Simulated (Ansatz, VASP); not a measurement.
## One calculation of SiP5, two programs

```
CELL_PARAMETERS angstrom
3.50000 0.00000 0.00000
-1.75000 3.03109 0.00000
0.00000 0.00000 10.35000
ATOMIC_POSITIONS crystal
Si 0.00000 0.00000 0.22700
P 0.33333 0.66667 0.44000
P 0.66667 0.33333 0.56000
P 0.66667 0.33333 0.10600
P 0.00000 0.00000 0.77300
P 0.33333 0.66667 0.89400
```

Alike in both runs: task relaxation of cell and atoms; functional PBE; k mesh 5 × 5 × 2; occupations gaussian, width 0.2 eV; no spin polarisation.

|  | VASP | Ansatz |
| --- | --- | --- |
| version | VASP 6.6.1 | Ansatz 0.2.0 |
| potentials or method | VASP PAW PBE potentials, release 64 (Si, P) | scalar-relativistic, plane waves, PAW |
| plane-wave cutoff (eV) | 600 | 420 |
| valence electrons in the cell | 29 | 29 |

```tsv
	VASP	Ansatz	Ansatz less VASP
gap on the k mesh at the Fermi level, each at its own relaxed structure (eV)	none	none	-
relaxed volume (Å³/atom)	16.33	16.39	+0.060
relaxed cell length with the largest relative difference (Å)	3.464	3.470	+0.0058
energy change over the relaxation (meV/atom)	-80	-79	+1.1
```

A gap of «none» marks a metal or a gap that the smearing closes.

Caveats: the k mesh is coarse (spacing up to 0.41 Å⁻¹), so the values aren't converged.
